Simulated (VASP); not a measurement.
The system is Al3BiO3.

```
Al Bi O
1.0
     2.61705    1.51096    4.49580
    -2.61705    1.51096    4.49580
     0.00000   -3.02191    4.49580
Al Bi O
3 1 3
Cartesian
  1.3085 0.7555 2.2479
  0.0000 -1.5110 2.2479
  -1.3085 0.7555 2.2479
  0.0000 0.0000 0.0000
  -1.3085 -0.7555 4.4958
  0.0000 1.5110 4.4958
  1.3085 -0.7555 4.4958
```

The cell was built by a generator and needn't be a form met in nature.

```yaml
Program: VASP 6.6.1
Task: relaxation of cell and atoms
Functional: PBE
Potentials_or_basis: VASP PAW PBE potentials, release 64 (Al, Bi_d, O)
Cutoff: 520 eV
k_mesh: 3 × 3 × 3
Occupations: gaussian, width 0.15 eV
Spin: no spin polarisation
```

At the start: pressure 6.4 GPa; volume 15.24 Å³/atom.

Q: Where does the relaxation end?

A: Over 3 steps the energy falls by 22.6 meV/atom and the volume is 16.42 Å³/atom (+7.7 %); space group R-3m (No. 166, to 0.05 Å).

Step by step:
| step | energy change (eV) | largest force (eV/Å) | pressure (GPa) | volume (Å³) |
| --- | --- | --- | --- | --- |
| 1 | 0.0000 | 0.0000 | 6.42 | 106.66 |
| 2 | -0.1548 | 0.0000 | -0.99 | 116.37 |
| 3 | -0.1580 | 0.0000 | 0.10 | 114.91 |

Final structure:
```
Al Bi O
1.0
     2.67829    1.54631    4.62447
    -2.67829    1.54631    4.62447
     0.00000   -3.09263    4.62447
Al Bi O
3 1 3
Direct
  0.50000 0.00000 0.00000
  0.00000 0.00000 0.50000
  0.00000 0.50000 0.00000
  0.00000 0.00000 0.00000
  0.00000 0.50000 0.50000
  0.50000 0.50000 0.00000
  0.50000 0.00000 0.50000
```

Caveat: the k mesh is coarse (spacing up to 0.49 Å⁻¹), so the values aren't converged.
